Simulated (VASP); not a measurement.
VASP runs on BP (space group F-43m) share one base input (HSE06 screened hybrid, plane waves, VASP's PBE PAW potentials (set 64)) and change the settings named in each case.

### KPOINTS
```
Regular mesh
0
G
  7 7 7
```

INCAR:
```
SYSTEM = BP
PREC = Accurate
ENCUT = 400
EDIFF = 1E-6
NELM = 100
ALGO = Normal
LREAL = .FALSE.
LASPH = .TRUE.
ISMEAR = 0
SIGMA = 0.01
GGA = PE
HFSCREEN = 0.2
AEXX = 0.25
LHFCALC = .TRUE.
PRECFOCK = Fast
ISYM = 3
LWAVE = .FALSE.
LCHARG = .FALSE.
ISIF = 2
```

### POSCAR
```
BP
1
    0.0000000000     2.2275470000     2.2275470000
    2.2275470000     0.0000000000     2.2275470000
    2.2275470000     2.2275470000     0.0000000000
B P
1 1
Direct
  0.0000000000   0.0000000000   0.0000000000
  0.2500000000   0.2500000000   0.2500000000
```

POTCAR, in this order: B P (PBE.64 set). Program: vasp_std.

```
change                                                                           E(σ→0) (eV/atom)  pressure (GPa)
-------------------------------------------------------------------------------  ----------------  --------------
base run                                                                                  -7.4221            8.15
AEXX removed, HFSCREEN removed, ISYM removed, LHFCALC removed, PRECFOCK removed           -6.4391           11.13
HFRCUT = -1, HFSCREEN removed                                                             -7.8728            8.06
KPOINTS 4×4×4 Γ-centred mesh                                                              -7.3404            9.30
KPOINTS 5×5×5 Γ-centred mesh                                                              -7.3992            8.52
KPOINTS 6×6×6 Γ-centred mesh                                                              -7.4166            8.24
KPOINTS 9×9×9 Γ-centred mesh                                                              -7.4244      (withheld)
ENCUT = 360                                                                               -7.4214            8.00
ENCUT = 280                                                                               -7.4053            6.27
KPOINTS 6×6×6 Γ-centred mesh                                                              -7.4166            8.24
EDIFF = 1E-05                                                                             -7.4221            8.19
```

### Question
Some entries are withheld; supply them.

### Answer

- KPOINTS 9×9×9 Γ-centred mesh, pressure (GPa): 8.09

Energies of different potentials or functionals have different zeros.

Left out are runs that ran out of time, are held back, or changed the cell or the kind of run, fixed moments of cells without a moment, rows past the twelfth, gaps on odd meshes, pressures of charged cells and columns that move by less than the noise.

The structure comes from a computed database's BP entry; how it stands against other phases isn't given here. The cell was not relaxed at this level, its lattice was scaled by up to 2.5 %.
